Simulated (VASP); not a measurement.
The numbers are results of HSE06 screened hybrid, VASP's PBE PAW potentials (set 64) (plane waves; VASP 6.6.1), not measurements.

The input files of a VASP run:

File POSCAR:
```
KI
1
    0.0000000000     3.5544790000     3.5544790000
    3.5544790000     0.0000000000     3.5544790000
    3.5544790000     3.5544790000     0.0000000000
K I
1 1
Direct
  0.0000000000   0.0000000000   0.0000000000
  0.5000000000   0.5000000000   0.5000000000
```

INCAR:
```
SYSTEM = KI
PREC = Accurate
ENCUT = 180
EDIFF = 1E-6
NELM = 100
ALGO = Normal
LREAL = .FALSE.
LASPH = .TRUE.
ISMEAR = 0
SIGMA = 0.01
GGA = PE
HFSCREEN = 0.2
AEXX = 0.25
LHFCALC = .TRUE.
PRECFOCK = Fast
ISYM = 3
LMAXMIX = 4
LWAVE = .FALSE.
LCHARG = .FALSE.
ISIF = 2
```

### KPOINTS
```
Automatic mesh
0
Gamma
7 7 7
0 0 0
```

POTCAR, in this order: K_sv I (PBE.64 set). Program: vasp_std.

Task: What will the output report for the number of irreducible k-points (NKPTS), largest plane-wave count, number of space-group operations, FFT grid (NGX, NGY, NGZ)?

Result: 
```yaml
number of irreducible k-points (NKPTS): 20
largest_plane_wave_count: 531
number_of_space_group_operations: 48
FFT grid (NGX, NGY, NGZ): 24 × 24 × 24
```

The structure comes from a computed database's KI entry; how it stands against other phases isn't given here. The cell was not relaxed at this level. The run is one of a series of settings (ENCUT = 180 against the base run), some of them coarse on purpose.
